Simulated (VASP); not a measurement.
An input for Quantum ESPRESSO's pw.x (written as the equivalent of a VASP run, and not itself run):

```
&CONTROL
  calculation = 'vc-relax'
  pseudo_dir = './pseudo'
  outdir = './out'
  tprnfor = .true.
  tstress = .true.
  nstep = 40
  forc_conv_thr = 0.00078
/
&SYSTEM
  ibrav = 0
  nat = 7
  ntyp = 2
  ecutwfc = 110
  occupations = 'smearing'
  smearing = 'methfessel-paxton'
  degauss = 0.00735
  input_dft = 'pbe'
/
&ELECTRONS
  conv_thr = 7.3e-08
  electron_maxstep = 100
/
&IONS
/
&CELL
  press = 300
/
ATOMIC_SPECIES
  La 138.905 La.upf
  B 10.810 B.upf
CELL_PARAMETERS angstrom
     4.0221982    0.0000000    0.0000000
     0.0000000    4.0221982    0.0000000
     0.0000000    0.0000000    4.0221982
ATOMIC_POSITIONS crystal
  La   0.0000000  0.0000000  0.0000000
  B    0.8013881  0.5000000  0.5000000
  B    0.5000000  0.1986119  0.5000000
  B    0.5000000  0.8013881  0.5000000
  B    0.1986119  0.5000000  0.5000000
  B    0.5000000  0.5000000  0.8013881
  B    0.5000000  0.5000000  0.1986119
K_POINTS automatic
  8 8 8 0 0 0
```

Task: Write the VASP files for the same calculation (PBE).

Result: This is not unique; one that fits is 
**INCAR**
```
! general
SYSTEM  = LaB6
PREC    = Accurate
ENCUT   = 620   ! plane-wave cut-off (eV)
LREAL   = .FALSE.   ! projection in real space or not
LASPH   = .TRUE.

! electronic loop
EDIFF   = 1E-6
NELM    = 100   ! most electronic steps
ALGO    = Normal
LMAXMIX = 6   ! l cut-off of mixed one-centre charges

! smearing
ISMEAR  = 1   ! Methfessel-Paxton
SIGMA   = 0.1

! functional
GGA     = PE   ! PBE

! ions
IBRION  = 2
NSW     = 40   ! most ionic steps
ISIF    = 3   ! ions, shape and volume
EDIFFG  = -0.02
PSTRESS = 300   ! kbar

! output
LWAVE   = .FALSE.
LCHARG  = .FALSE.
```

KPOINTS:
```
Regular mesh
0
G
8 8 8
0 0 0
```

**POSCAR**
```
LaB6
1.0
  4.0221982366   0.0000000000   0.0000000000
  0.0000000000   4.0221982366   0.0000000000
  0.0000000000   0.0000000000   4.0221982366
La B
1 6
Cart
  0.0000000000   0.0000000000   0.0000000000
  3.2233418622   2.0110991183   2.0110991183
  2.0110991183   0.7988563744   2.0110991183
  2.0110991183   3.2233418622   2.0110991183
  0.7988563744   2.0110991183   2.0110991183
  2.0110991183   2.0110991183   3.2233418622
  2.0110991183   2.0110991183   0.7988563744
```

POTCAR, in this order: La B (PBE.64 set). Program: vasp_std.

Limits of the translation: the potentials are each code's own (VASP's PAW set, PseudoDojo norm-conserving files in pw.x), so ENCUT and ecutwfc are chosen apart and not converted; conv_thr bounds pw.x's estimated SCF error, while EDIFF bounds the energy change between steps; forc_conv_thr acts on force components and is met together with etot_conv_thr.

The compound is LaB6 in the cab6 structure. This run relaxes it under an external pressure of 30 GPa. Symmetry was kept, so distortions that lower it aren't found.
